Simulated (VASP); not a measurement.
Here is the system:

```yaml
crystal:
  lattice:
    - [-1.91536, 1.91536, 3.44255]
    - [1.91536, -1.91536, 3.44255]
    - [1.91536, 1.91536, -3.44255]
  atoms:
    - { symbol: Ba, position: [0.00000, 0.00000, 0.00000] }
    - { symbol: O, position: [0.39166, 0.39166, 0.00000] }
    - { symbol: O, position: [0.60834, 0.60834, 0.00000] }
```

All values below come from PBEsol GGA, VASP's PBE PAW potentials (set 64) (plane waves; VASP). Numerical set-up: 400 eV cut-off, 12×12×12 Γ-centred mesh, Fermi-Dirac smearing of 0.020 eV, potentials Ba_sv O.

At this cut-off the stress carries a Pulay error, which pulls relaxed volumes low. Unless said otherwise, spin-orbit coupling is left out, though it shifts the bands of the heavy elements here.

### Question
What does the run give for the energy per atom (σ→0), pressure, band gap (on the k-mesh) with the smallest direct gap where there is one?

### Answer

The band gap (on the k-mesh) is 2.06 eV, the smallest direct gap (on the k-mesh) comes out as 2.06 eV and the energy per atom (σ→0) is -6.107 eV/atom. The pressure is -60.6 kbar.

Only differences to runs with the same potentials and settings are physical.

The structure comes from a computed database's BaO2 entry; how it stands against other phases isn't given here. The cell was not relaxed at this level.
